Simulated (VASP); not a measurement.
All values below come from r2SCAN meta-GGA, VASP's PBE PAW potentials (set 64) (plane waves; VASP).

VASP ran on this input.

**KPOINTS_OPT**
```
k-points along high-symmetry lines
6
Line-mode
Reciprocal
  0.000000   0.000000   0.000000 ! GAMMA
  0.500000   0.000000   0.000000 ! M

  0.500000   0.000000   0.000000 ! M
  0.333333   0.333333   0.000000 ! K

  0.333333   0.333333   0.000000 ! K
  0.000000   0.000000   0.000000 ! GAMMA

  0.000000   0.000000   0.000000 ! GAMMA
  0.000000   0.000000   0.500000 ! A

  0.000000   0.000000   0.500000 ! A
  0.500000   0.000000   0.500000 ! L

  0.500000   0.000000   0.500000 ! L
  0.333333   0.333333   0.500000 ! H

  0.333333   0.333333   0.500000 ! H
  0.000000   0.000000   0.500000 ! A

  0.500000   0.000000   0.500000 ! L
  0.500000   0.000000   0.000000 ! M

  0.333333   0.333333   0.500000 ! H
  0.333333   0.333333   0.000000 ! K
```

**INCAR**
```
LMAXMIX = 6   # l cut-off of mixed one-centre charges
ISIF = 2
LEFG = .TRUE.
LCHARG = .FALSE.
SYSTEM = HgTe
PREC = Accurate
LORBIT = 11
LREAL = .FALSE.   # projection in real space or not
METAGGA = R2SCAN
NEDOS = 601
ALGO = Normal   # blocked Davidson
ENCUT = 400   # plane-wave cut-off (eV)
ISMEAR = -5   # tetrahedra, Bloechl
LWAVE = .FALSE.
LASPH = .TRUE.   # aspherical one-centre terms
EDIFF = 1E-7   # SCF stop (eV)
LMIXTAU = .TRUE.
NELM = 100
```

KPOINTS:
```
Automatic mesh
0
gamma
  6 6 3
```

### POSCAR
```
HgTe
1
    4.6873379223    -0.0000000000     0.0000000000
   -2.3436689612     4.0593538825    -0.0000000000
    0.0000000000     0.0000000000    10.3526573517
Hg Te
3 3
Direct
  0.6876546734   0.6876546734   0.0000000000
  0.3123453266   0.0000000000   0.6666670000
  1.0000000000   0.3123453266   0.3333330000
  0.5120406923   0.5120406923   0.5000000000
  0.4879593077   0.0000000000   0.1666670000
  1.0000000000   0.4879593077   0.8333330000
```

POTCAR, in this order: Hg Te (PBE.64 set). Program: vasp_std.

Output

### OSZICAR
```
       N       E                     dE             d eps       ncg     rms          rms(c)
DAV:   1     0.855478329127E+02    0.85548E+02   -0.21041E+04  1088   0.122E+03
DAV:   2    -0.223351860977E+03   -0.30890E+03   -0.30252E+03  1216   0.301E+02
DAV:   3    -0.240349611505E+03   -0.16998E+02   -0.16923E+02  1288   0.703E+01
DAV:   4    -0.240551674631E+03   -0.20206E+00   -0.20194E+00  1280   0.735E+00
DAV:   5    -0.240554366658E+03   -0.26920E-02   -0.26919E-02  1320   0.844E-01    0.115E+01
DAV:   6    -0.232150400649E+03    0.84040E+01   -0.81050E+00  1136   0.285E+01    0.118E+01
DAV:   7    -0.230273737493E+03    0.18767E+01   -0.43866E-01  1136   0.495E+00    0.864E+00
DAV:   8    -0.227665624028E+03    0.26081E+01   -0.45852E-01  1088   0.447E+00    0.258E+00
DAV:   9    -0.224921065607E+03    0.27446E+01   -0.94594E-01  1184   0.533E+00    0.903E-01
DAV:  10    -0.225081996485E+03   -0.16093E+00   -0.44484E-02  1144   0.117E+00    0.812E-01
DAV:  11    -0.225130337597E+03   -0.48341E-01   -0.75305E-03  1288   0.422E-01    0.707E-01
DAV:  12    -0.225250920076E+03   -0.12058E+00   -0.11459E-01  1192   0.152E+00    0.292E-01
DAV:  13    -0.225220043302E+03    0.30877E-01   -0.71381E-02  1208   0.140E+00    0.498E-01
DAV:  14    -0.225245350630E+03   -0.25307E-01   -0.79641E-03  1136   0.491E-01    0.436E-01
DAV:  15    -0.225264531462E+03   -0.19181E-01   -0.11497E-02  1192   0.620E-01    0.221E-01
DAV:  16    -0.225266112148E+03   -0.15807E-02   -0.55598E-03  1288   0.321E-01    0.605E-02
DAV:  17    -0.225265686895E+03    0.42525E-03   -0.60297E-04  1096   0.150E-01    0.750E-02
DAV:  18    -0.225266171313E+03   -0.48442E-03   -0.15685E-04  1168   0.817E-02    0.362E-02
DAV:  19    -0.225266368222E+03   -0.19691E-03   -0.15170E-04  1200   0.685E-02    0.801E-02
DAV:  20    -0.225266405422E+03   -0.37201E-04   -0.72370E-05  1216   0.538E-02    0.483E-02
DAV:  21    -0.225266416713E+03   -0.11290E-04   -0.18466E-05  1112   0.273E-02    0.682E-03
DAV:  22    -0.225266416533E+03    0.18015E-06   -0.40775E-06  1248   0.141E-02    0.103E-02
DAV:  23    -0.225266419578E+03   -0.30452E-05   -0.24854E-06  1104   0.102E-02    0.769E-03
DAV:  24    -0.225266419403E+03    0.17467E-06   -0.27380E-07   984   0.389E-03    0.310E-03
DAV:  25    -0.225266419778E+03   -0.37504E-06   -0.49998E-08   624   0.204E-03    0.129E-03
DAV:  26    -0.225266419695E+03    0.83446E-07   -0.66770E-08   640   0.185E-03
   1 F= -.22526642E+03 E0= -.22526642E+03  d E =0.000000E+00
       N       E                     dE             ncg
       N       E                     dE             ncg
       N       E                     dE             ncg
       N       E                     dE             ncg
```

### OUTCAR
```
------------------------ aborting loop because EDIFF is reached ----------------------------------------
  FORCE on cell =-STRESS in cart. coord.  units (eV):
  Direction    XX          YY          ZZ          XY          YZ          ZX
  --------------------------------------------------------------------------------------
  Total       -0.0953329     -0.0953329      0.0462891      0.0000000      0.0000000     -0.0000000
  in kB       -0.7753869     -0.7753870      0.3764906      0.0000000      0.0000000     -0.0000000
  external PRESSURE =      -0.3914277 kB  Pullay stress =       0.0000000 kB
  volume of cell :      196.99
      direct lattice vectors                 reciprocal lattice vectors
     4.687337922  0.000000000  0.000000000     0.213340710  0.123172311  0.000000000
    -2.343668961  4.059353882  0.000000000     0.000000000  0.246344623  0.000000000
     0.000000000  0.000000000 10.352657352     0.000000000  0.000000000  0.096593557
 POSITION                                       TOTAL-FORCE (eV/Angst)
 -----------------------------------------------------------------------------------
      1.61163      2.79143      0.00000         0.002328      0.004032     -0.000000
      1.46407      0.00000      6.90178        -0.004656      0.000000     -0.000000
     -0.73203      1.26792      3.45088         0.002328     -0.004032     -0.000000
      1.20005      2.07855      5.17633         0.005943      0.010294     -0.000000
      2.28723      0.00000      1.72545        -0.011886      0.000000      0.000000
     -1.14362      1.98080      8.62721         0.005943     -0.010294     -0.000000
 -----------------------------------------------------------------------------------
    total drift:                               -0.001287      0.001885     -0.000016
  FREE ENERGIE OF THE ION-ELECTRON SYSTEM (eV)
  ---------------------------------------------------
  free  energy   TOTEN  =      -225.2664196948 eV

  energy  without entropy=     -225.2664196948  energy(sigma->0) =     -225.26641969

 total charge

# of ion       s       p       d       tot
------------------------------------------
    1        0.803   0.311   9.343  10.456
    2        0.803   0.311   9.343  10.456
    3        0.803   0.311   9.343  10.456
    4        1.388   1.975   0.028   3.391
    5        1.388   1.975   0.028   3.391
    6        1.388   1.975   0.028   3.391
--------------------------------------------------
tot          6.573   6.857  28.114  41.543

 Electric field gradients after diagonalization (V/A^2)
 (convention: |V_zz| > |V_xx| > |V_yy|)
----------------------------------------------------------------------
 ion       V_xx      V_yy      V_zz     asymmetry (V_yy - V_xx)/ V_zz
----------------------------------------------------------------------
   1     301.141   273.934  -575.075       0.047
   2     301.143   273.934  -575.076       0.047
   3     301.142   273.934  -575.076       0.047
   4     291.807    82.588  -374.395       0.559
   5     291.807    82.589  -374.395       0.559
   6     291.807    82.588  -374.395       0.559
```
(Selected blocks of OUTCAR.)

The structure comes from a computed database's HgTe entry (P3_221); how it stands against other phases isn't given here. It was relaxed first.
